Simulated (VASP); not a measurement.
Computed with r2SCAN meta-GGA, VASP's PBE PAW potentials (set 64) (plane waves; VASP 6.6.1).

A VASP calculation is set up with these files.

**KPOINTS**
```
Automatic
0
Gamma
 7 7 7
0 0 0
```

**INCAR**
```
LCHARG = .FALSE.
EDIFF = 1E-6   # SCF stop (eV)
ENCUT = 520
METAGGA = R2SCAN
NSW = 60   # most ionic steps
ISIF = 3   # ions, shape and volume
EDIFFG = -0.02
LMAXMIX = 6   # l cut-off of mixed one-centre charges
IBRION = 2   # conjugate gradients
ISMEAR = 0
NELM = 100   # most electronic steps
LREAL = .FALSE.   # projection in real space or not
SIGMA = 0.05   # width (eV)
SYSTEM = SrHfN2
ALGO = Normal   # blocked Davidson
PREC = Accurate
LWAVE = .FALSE.
LMIXTAU = .TRUE.
LASPH = .TRUE.   # aspherical one-centre terms
```

POSCAR:
```
SrHfN2
1
    1.6682183329     0.9631458251     5.9036038221
   -1.6682183329     0.9631458251     5.9036038221
    0.0000000000    -1.9262926406     5.9036038215
Sr Hf N
1 1 2
Direct
  0.0000000000   0.0000000000   0.0000000000
  0.5000000000   0.5000000000   0.5000000000
  0.2324591059   0.2324591059   0.2324591059
  0.7675408941   0.7675408941   0.7675408941
```

POTCAR, in this order: Sr_sv Hf_pv N (PBE.64 set). Program: vasp_std.

Output of the run:

**OUTCAR**
```
 ion  position               nearest neighbor table
   1  0.000  0.000  0.000-   4 2.63   3 2.63   4 2.63   4 2.63   3 2.63   3 2.63   2 3.52   2 3.52
                             2 3.52   2 3.52   2 3.52   2 3.52
   2  0.500  0.500  0.500-   3 2.25   4 2.25   3 2.25   3 2.25   4 2.25   4 2.25   1 3.52   1 3.52
                             1 3.52   1 3.52   1 3.52   1 3.52
   3  0.232  0.232  0.232-   2 2.25   2 2.25   2 2.25   1 2.63   1 2.63   1 2.63
   4  0.768  0.768  0.768-   2 2.25   2 2.25   2 2.25   1 2.63   1 2.63   1 2.63
  LATTYP: Found a trigonal (rhomboedric) cell.
 ALAT       =     6.2099227350
 COS(alpha) =     0.8556677501
 Subroutine PRICEL returns:
 Original cell was already a primitive cell.
 Subroutine GETGRP returns: Found 12 space group operations
The static configuration has the point symmetry D_3d.
The dynamic configuration has the point symmetry D_3d.
 Subroutine INISYM returns: Found 12 space group operations
 Subroutine IBZKPT returns following result:
 Found     44 irreducible k-points:

 Following reciprocal coordinates:
            Coordinates               Weight
  0.000000  0.000000  0.000000      1.000000
  0.142857  0.000000 -0.000000      6.000000
  0.285714  0.000000 -0.000000      6.000000
  0.428571  0.000000  0.000000      6.000000
  0.142857  0.142857 -0.000000      6.000000
  0.285714  0.142857  0.000000     12.000000
  0.428571  0.142857  0.000000     12.000000
 -0.428571  0.142857  0.000000     12.000000
 -0.285714  0.142857  0.000000     12.000000
 -0.142857  0.142857  0.000000      6.000000
  0.285714  0.285714 -0.000000      6.000000
  0.428571  0.285714 -0.000000     12.000000
 -0.428571  0.285714 -0.000000     12.000000
 -0.285714  0.285714  0.000000      6.000000
  0.428571  0.428571 -0.000000      6.000000
 -0.428571  0.428571  0.000000      6.000000
  0.142857  0.142857  0.142857      2.000000
  0.285714  0.142857  0.142857      6.000000
  0.428571  0.142857  0.142857      6.000000
 -0.428571  0.142857  0.142857      6.000000
 -0.285714  0.142857  0.142857      6.000000
 -0.142857  0.142857  0.142857      6.000000
  0.285714  0.285714  0.142857      6.000000
  0.428571  0.285714  0.142857     12.000000
 -0.428571  0.285714  0.142857     12.000000
 -0.285714  0.285714  0.142857     12.000000
 -0.142857  0.285714  0.142857     12.000000
  0.428571  0.428571  0.142857      6.000000
 -0.428571  0.428571  0.142857     12.000000
 -0.285714  0.428571  0.142857     12.000000
 -0.142857  0.428571  0.142857     12.000000
 -0.428571 -0.428571  0.142857      6.000000
 -0.285714 -0.428571  0.142857     12.000000
 -0.285714 -0.285714  0.142857      6.000000
  0.285714  0.285714  0.285714      2.000000
  0.428571  0.285714  0.285714      6.000000
 -0.428571  0.285714  0.285714      6.000000
 -0.285714  0.285714  0.285714      6.000000
  0.428571  0.428571  0.285714      6.000000
 -0.428571  0.428571  0.285714     12.000000
   k-points           NKPTS =     44   k-points in BZ     NKDIM =     44   number of bands    NBANDS=     19
   number of dos      NEDOS =    301   number of ions     NIONS =      4
   total plane-waves  NPLWV = 110592
   dimension x,y,z NGX =    48 NGY =   48 NGZ =   48
   dimension x,y,z NGXF=    96 NGYF=   96 NGZF=   96
   ions per type =               1   1   2
   PREC   = accura    normal or accurate (medium, high low for compatibility)
   ISTART =      0    job   : 0-new  1-cont  2-samecut
   ICHARG =      2    charge: 1-file 2-atom 10-const
   ISPIN  =      1    spin polarized calculation?
   LNONCOLLINEAR =      F non collinear calculations
   LSORBIT =      F    spin-orbit coupling
   INIWAV =      1    electr: 0-lowe 1-rand  2-diag
   ENCUT  =  520.0 eV  38.22 Ry    6.18 a.u.  11.55 11.55 11.55*2*pi/ulx,y,z
...
```

### OSZICAR
```
       N       E                     dE             d eps       ncg     rms          rms(c)
DAV:   1     0.903753175052E+02    0.90375E+02   -0.17479E+04  1672   0.161E+03
DAV:   2    -0.927142834383E+02   -0.18309E+03   -0.17561E+03  2296   0.340E+02
DAV:   3    -0.100560504567E+03   -0.78462E+01   -0.78104E+01  2589   0.624E+01
DAV:   4    -0.100740471216E+03   -0.17997E+00   -0.17952E+00  2359   0.749E+00
DAV:   5    -0.100742284583E+03   -0.18134E-02   -0.18131E-02  2324   0.773E-01    0.577E+01
DAV:   6    -0.869106446674E+02    0.13832E+02   -0.33369E+01  1948   0.336E+01    0.507E+01
DAV:   7    -0.845208721705E+02    0.23898E+01   -0.34621E+00  2053   0.136E+01    0.244E+01
DAV:   8    -0.857861904960E+02   -0.12653E+01   -0.23758E+00  1883   0.111E+01    0.834E+00
DAV:   9    -0.845091882747E+02    0.12770E+01   -0.23202E+00  1841   0.107E+01    0.834E+00
DAV:  10    -0.851060499376E+02   -0.59686E+00   -0.63513E-01  1830   0.607E+00    0.116E+00
DAV:  11    -0.851100491613E+02   -0.39992E-02   -0.15923E-02  2370   0.828E-01    0.972E-01
DAV:  12    -0.851173076252E+02   -0.72585E-02   -0.39065E-04  1897   0.194E-01    0.870E-01
DAV:  13    -0.851379298535E+02   -0.20622E-01   -0.15037E-02  1720   0.125E+00    0.249E-01
DAV:  14    -0.851390856356E+02   -0.11558E-02   -0.13856E-03  2574   0.271E-01    0.157E-01
DAV:  15    -0.851391034073E+02   -0.17772E-04   -0.22560E-05  2056   0.404E-02    0.142E-01
DAV:  16    -0.851391748468E+02   -0.71439E-04   -0.75202E-06  1948   0.277E-02    0.184E-01
DAV:  17    -0.851393244902E+02   -0.14964E-03   -0.68000E-05  1848   0.688E-02    0.345E-01
DAV:  18    -0.851393444036E+02   -0.19913E-04   -0.47080E-05  1735   0.640E-02    0.397E-01
DAV:  19    -0.851393673964E+02   -0.22993E-04   -0.13404E-05  2015   0.327E-02    0.299E-01
DAV:  20    -0.851393665284E+02    0.86803E-06   -0.51534E-06  1915   0.248E-02
   1 F= -.85139367E+02 E0= -.85139367E+02  d E =-.851394E+02
```

OUTCAR:
```
------------------------ aborting loop because EDIFF is reached ----------------------------------------
  FORCE on cell =-STRESS in cart. coord.  units (eV):
  Direction    XX          YY          ZZ          XY          YZ          ZX
  --------------------------------------------------------------------------------------
  Total       -0.0342353     -0.0342353     -0.0459444      0.0000000      0.0000000      0.0000000
  in kB       -0.9637648     -0.9637646     -1.2933916      0.0000000      0.0000001      0.0000000
  external PRESSURE =      -1.0736403 kB  Pullay stress =       0.0000000 kB
  volume of cell :       56.91
      direct lattice vectors                 reciprocal lattice vectors
     1.668218333  0.963145825  5.903603822     0.299720960  0.173044003  0.056462696
    -1.668218333  0.963145825  5.903603822    -0.299720960  0.173044003  0.056462696
     0.000000000 -1.926292641  5.903603821     0.000000000 -0.346088007  0.056462667
 POSITION                                       TOTAL-FORCE (eV/Angst)
 -----------------------------------------------------------------------------------
      0.00000      0.00000      0.00000         0.000000      0.000000     -0.000000
      0.00000     -0.00000      8.85541         0.000000      0.000000     -0.000000
      0.00000     -0.00000      4.11704         0.000000      0.000000     -0.013042
      0.00000     -0.00000     13.59377         0.000000     -0.000000      0.013042
 -----------------------------------------------------------------------------------
    total drift:                                0.000000      0.000000      0.000000
  FREE ENERGIE OF THE ION-ELECTRON SYSTEM (eV)
  ---------------------------------------------------
  free  energy   TOTEN  =       -85.1393665284 eV

  energy  without entropy=      -85.1393665284  energy(sigma->0) =      -85.13936653

 reached required accuracy - stopping structural energy minimisation
```
(Selected blocks of OUTCAR.)

OUTCAR:
```
 val. band max:        4.4267889055   @ k =   0.0000   0.0000   0.0000

 cond. band min:       5.1656755276   @ k =  -0.4286  -0.4286   0.1429


 Fermi energy:         4.7250232655

 k-point     1 :       0.0000    0.0000    0.0000
  band No.  band energies     occupation
      1     -30.8418      2.00000
      2     -26.6186      2.00000
      3     -26.2398      2.00000
      4     -26.2398      2.00000
      5     -12.7287      2.00000
      6     -11.7161      2.00000
      7     -11.7161      2.00000
      8     -10.2093      2.00000
      9      -7.5861      2.00000
     10      -0.0993      2.00000
     11       1.4301      2.00000
     12       1.4301      2.00000
     13       4.2170      2.00000
     14       4.4268      2.00000
     15       4.4268      2.00000
     16       7.2086      0.00000
     17       7.9056      0.00000
     18       7.9056      0.00000
     19       8.6596      0.00000

 k-point     2 :       0.1429    0.0000   -0.0000
  band No.  band energies     occupation
      1     -30.8018      2.00000
      2     -26.5990      2.00000
      3     -26.3331      2.00000
      4     -26.2592      2.00000
      5     -12.6347      2.00000
      6     -12.1195      2.00000
      7     -11.7818      2.00000
      8      -9.8001      2.00000
      9      -7.8511      2.00000
     10       0.3337      2.00000
     11       1.4879      2.00000
     12       1.6150      2.00000
     13       3.1212      2.00000
     14       3.9878      2.00000
     15       3.9916      2.00000
     16       7.4350      0.00000
     17       8.1313      0.00000
     18       8.6248      0.00000
     19       9.2199      0.00000

 k-point     3 :       0.2857    0.0000   -0.0000
  band No.  band energies     occupation
      1     -30.7104      2.00000
      2     -26.5610      2.00000
      3     -26.5298      2.00000
      4     -26.3026      2.00000
      5     -12.8484      2.00000
      6     -12.3716      2.00000
      7     -11.9253      2.00000
...
```

Unless said otherwise, spin-orbit coupling is left out, though it shifts the bands of the heavy elements here.

The structure comes from a computed database's SrHfN2 entry (R-3m); how it stands against other phases isn't given here. It was relaxed first. The start is the result of an earlier pass.
